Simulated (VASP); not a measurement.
Given:

```xyz
2
Lattice="4.5879 0.0000 0.0000 0.0000 4.5379 0.0000 0.0000 0.0000 4.5305" Properties=species:S:1:pos:R:3 pbc="T T T"
Cs     0.0000     0.0000     0.0000
I      2.3651     2.2689     2.2653
```

Computed with PBE GGA with spin-orbit coupling, VASP's PBE PAW potentials (set 64) (plane waves; VASP). Numerical set-up: 400 eV cut-off, 5×5×5 Γ-centred mesh, Gaussian smearing of 0.050 eV, potentials Cs_sv I.

Q: What does the run give for the energy per atom (σ→0), largest force, band gap (on the k-mesh) with the smallest direct gap where there is one?

A: 
The band gap (on the k-mesh) is 3.64 eV. The smallest direct gap (on the k-mesh) is 3.64 eV. The energy per atom (σ→0) is -2.853 eV/atom and the largest force is 0.060 eV/Å.

Only differences to runs with the same potentials and settings are physical.

The compound is CsI in the CsCl type structure. The cell was not relaxed at this level, atoms are displaced from their ideal sites. The run is one of a series of settings (GGA_COMPAT = .FALSE., LSORBIT = .TRUE., MAGMOM = 0 0 0 0 0 0, program vasp_ncl against the base run), some of them coarse on purpose.
